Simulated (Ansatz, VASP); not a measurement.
# Cross-check of AlSi23HO48 (Al-H pair in alpha-quartz) between VASP and Ansatz, part 3 of 3

Aim: how closely do two programs agree when they are given the same cell, functional and k mesh? Of the first pair: The structure shown is the start of the Ansatz relaxation below; VASP solves that cell, so the two are compared at the walk's first step.

VASP 6.6.1 and Ansatz 0.2.0.

So far. Step 3 (VASP: single point, LDA, start cell, pair 1): The run ends at a pressure of 4.22 GPa, with forces up to 38 eV/Å.

## (6) VASP: single point, LDA, relaxed cell, pair 2

Level of this step: LDA; plane waves and PAW (Si, O, Al, H) (VASP).

The same cell, functional (in two slightly different forms), mesh and smearing now go to VASP, with its own data sets.

Input file INCAR:

```
SYSTEM = AlSi23HO48
PREC = Accurate
ENCUT = 520
EDIFF = 1E-06
NELM = 120
ISMEAR = -1
SIGMA = 0.01
LREAL = Auto
ALGO = Normal
GGA = PW92
NBANDS = 248
LORBIT = 11
LWAVE = .FALSE.
LCHARG = .FALSE.
ISIF = 2
ISYM = 0
LASPH = .TRUE.
GGA_COMPAT = .FALSE.
EFERMI = MIDGAP
NCORE = 2
```

Input file POSCAR:

```
AlSi23HO48
1.0
    9.7364423600      0.0000000000      0.0000000000
   -4.8682211800      8.4320064300      0.0000000000
    0.0000000000      0.0000000000     10.7331742000
Si O Al H
23 48 1 1
Direct
    0.2199421394      0.9877372793      0.3319732262
    0.0006702862      0.2405345940      0.1609544474
    0.2710152398      0.2737908884      0.9947936612
    0.2396271685      0.0037613104      0.8336162313
    0.0063957998      0.2377933163      0.6728398287
    0.2327290650      0.5026116582      0.3300694377
    0.9957232581      0.7201110699      0.1598528797
    0.2767659413      0.7753908596      0.9999993188
    0.2411503300      0.5084886914      0.8276692343
    0.0069153487      0.7311840779      0.6704426729
    0.2675489634      0.7663538733      0.4981971617
    0.7440205804      0.9992970273      0.3303682763
    0.4964873513      0.2374269528      0.1683850895
    0.7577264873      0.2650806848      0.0019769805
    0.7291762495      0.0004862816      0.8354035047
    0.5060644312      0.2259603179      0.6602454176
    0.7749009827      0.2625800293      0.5030405250
    0.7358577816      0.4949333964      0.3333782624
    0.5027407896      0.7323376979      0.1659975711
    0.7641108782      0.7628778457      0.9948946419
    0.7281705072      0.4973415888      0.8286911528
    0.5040920955      0.7381740285      0.6608949578
    0.7814771878      0.7710112456      0.4972128038
    0.1602558344      0.1063310223      0.3952808307
    0.3520724777      0.0790079214      0.2284559754
    0.4332026394      0.2991562221      0.0554609152
    0.1389727932      0.2157431284      0.1033476114
    0.0655140437      0.3653428722      0.2741030889
    0.2998352955      0.4394855393      0.4357539651
    0.2104733529      0.1414789504      0.8868762486
    0.3700905742      0.0645765882      0.7244155096
    0.4436672900      0.2734093926      0.5401956902
    0.1421306066      0.2048929826      0.6280580291
    0.0696432416      0.3746541837      0.7790193204
    0.3039833838      0.4393628798      0.9364369606
    0.2056170859      0.6424334269      0.3843255056
    0.3559409672      0.5696257098      0.2142980199
    0.4413920952      0.8099750908      0.0627019350
    0.1383985315      0.7010669881      0.1043840360
    0.0608388452      0.8491506417      0.2718301888
    0.2875698594      0.9300136868      0.4434849188
    0.2266641189      0.6533172827      0.8851679899
    0.3669630906      0.5702277304      0.7136566914
    0.4362023253      0.8010889290      0.5512941559
    0.1421785884      0.7020573351      0.6116699748
    0.0753030068      0.8607914357      0.7803210433
    0.2991880568      0.9406702681      0.9495038655
    0.7108389861      0.1274022238      0.3958294769
    0.8653509503      0.0721668488      0.2154744620
    0.9270002944      0.2993706070      0.0536186527
    0.6315179192      0.2037348696      0.1156648174
    0.5662977186      0.3666308261      0.2780984953
    0.7950192632      0.4225514796      0.4416683846
    0.6935020888      0.1304259107      0.8959527640
    0.8606489604      0.0768639363      0.7281221442
    0.9433922298      0.2954800980      0.5547501376
    0.6518757287      0.2012975665      0.6179549603
    0.5670632127      0.3626636869      0.7667404704
    0.7804434586      0.4272395699      0.9439355313
    0.7197020475      0.6392909707      0.3895420377
    0.8615298719      0.5559152538      0.2193249364
    0.9263245656      0.7828748127      0.0516012525
    0.6339132789      0.6990050113      0.1049338166
    0.5798961067      0.8525478400      0.2828647246
    0.8327189943      0.9413761146      0.4305892903
    0.7021835209      0.6376473179      0.8813208435
    0.8664065259      0.5669133789      0.7244464423
    0.9421563505      0.7960116258      0.5592147050
    0.6474876492      0.7222563967      0.6016639291
    0.5677314294      0.8616263753      0.7753421173
    0.7926550935      0.9301516270      0.9433223199
    0.2730352340      0.2730506051      0.5073442425
    0.0417332206      0.0493926208      0.4106918314
```

Input file KPOINTS:

```
Points of the shifted mesh
1
Reciprocal
 0.2500000000  0.2500000000  0.2500000000 1
```

PAW data sets: Si, O, Al and H (LDA family, release 64).

Started as:

```sh
$ mpirun -np 8 vasp_std
```

Numbers of over 12 decimals in the logs are rounded to 6 here.

The program printed:

```text
[banner, memory and clock lines left out]
running    8 mpi-ranks, on    1 nodes
[...]
[... a notice as in an earlier step ...]

 LDA part: xc-table for (Slater(with rela. corr.)+PW92), standard interpolation
 POSCAR, INCAR and KPOINTS ok, starting setup
[...]
entering main loop
       N       E                     dE             d eps       ncg     rms          rms(c)
DAV:   1     0.234251299045E+04    0.23425E+04   -0.20401E+05   504   0.145E+03
DAV:   2    -0.515386526577E+03   -0.28579E+04   -0.27865E+04   592   0.336E+02
DAV:   3    -0.702689152694E+03   -0.18730E+03   -0.18633E+03   600   0.905E+01
DAV:   4    -0.705675838608E+03   -0.29867E+01   -0.29756E+01   592   0.121E+01
[...]
DAV:  16    -0.625745312107E+03    0.84038E-05   -0.12007E-05   616   0.225E-02    0.659E-03
DAV:  17    -0.625745311722E+03    0.38524E-06   -0.10391E-05   608   0.108E-02    0.401E-03
DAV:  18    -0.625745311420E+03    0.30121E-06   -0.24959E-06   424   0.500E-03
   1 F= -.62574531E+03 E0= -.62574531E+03  d E =0.000000E+00
```

OUTCAR, selected parts (step 6):

```text
  Total        4.5738183      4.5878802      4.2158620     -1.7420438     -0.3211019      0.9482101
  in kB        8.3162989      8.3418667      7.6654483     -3.1674535     -0.5838402      1.7240735
  external PRESSURE =       8.1078713 kB  Pullay stress =       0.0000000 kB

 POSITION                                       TOTAL-FORCE (eV/Angst)
 -----------------------------------------------------------------------------------
     -2.66707      8.32861      3.56313        -0.010677      0.046954      0.009057
     -1.16445      2.02819      1.72755         0.014460     -0.020282     -0.005079
      1.30585      2.30861     10.67729         0.011024      0.011118      0.002229
      2.31481      0.03172      8.94735        -0.025604      0.002300      0.000884
     -1.09536      2.00507      7.22171        -0.020335     -0.010130      0.006566
     -0.18087      4.23802      3.54269        -0.035295      0.001928     -0.021783
      6.18914      6.07198      1.71573         0.008471     -0.015424      0.003854
     -1.08006      6.53810     10.73317         0.008295      0.009618      0.003371
     -0.12749      4.28758      8.88352        -0.011662      0.014035     -0.000129
     -3.49223      6.16535      7.19598         0.009624     -0.018623      0.003234
     -1.12581      6.46190      5.34724         0.008286      0.025873      0.002339
      2.37931      8.42608      3.54590        -0.022968     -0.003281     -0.002110
      3.67817      2.00199      1.80731        -0.007048     -0.029531      0.010401
      6.08709      2.23516      0.02122         0.000971      0.017415      0.004302
[...]
-----------------------------------------------------------------------------------
    total drift:                               -0.003467      0.011659      0.037025

  FREE ENERGIE OF THE ION-ELECTRON SYSTEM (eV)
  ---------------------------------------------------
  free  energy   TOTEN  =      -625.7453114203 eV

  energy  without entropy=     -625.7453114203  energy(sigma->0) =     -625.74531142

[... 1 part as in an earlier step ...]

[... 2 further parts left out ...]
[key lines of the parts left out:]
E-fermi :   4.4876
```

The run ends at a pressure of 0.81 GPa, with forces up to 0.11 eV/Å.

## (7) Side by side

The two programs side by side:

| quantity | Ansatz | VASP | difference |
| --- | --- | --- | --- |
| gap on the k mesh (eV) | 6.330 | 6.333 | -0.003 |

At this near-relaxed geometry the largest component of a force difference is 106 meV/Å. A gap on the mesh is an upper bound, since the band edges may lie between its points.

## (8) Summary of results

| Item | Value |
| --- | --- |
| r.m.s. force difference (single point, LDA, start cell, pair 1) | 3.5 % of the r.m.s. force |
| r.m.s. force difference (single point, LDA, relaxed cell, pair 2) | 17 meV/Å |

**Reading.** The r.m.s. force difference is 17 meV/Å (single point, LDA, relaxed cell, pair 2), beyond the 12 meV/Å picked in this series as the mark of a large difference. What causes the difference of the single point, LDA, start cell, pair 1 pair stays open here. What causes the difference of the single point, LDA, relaxed cell, pair 2 pair stays open here. How closely two codes agree says nothing of how well the functional describes the real material.

[Lines on the potential files, build, host, timing and source positions are cut from VASP's logs without a mark.]

[Logs are printed without paths, hosts, clocks, repeated set-up lines and the standing remarks that a program may print on its own settings, such as how far it seeks lower states.]

[Hosts, paths, dates, database ids (printed as entryN), source tags and the programs' standing remarks are cut or masked in the printed files.]
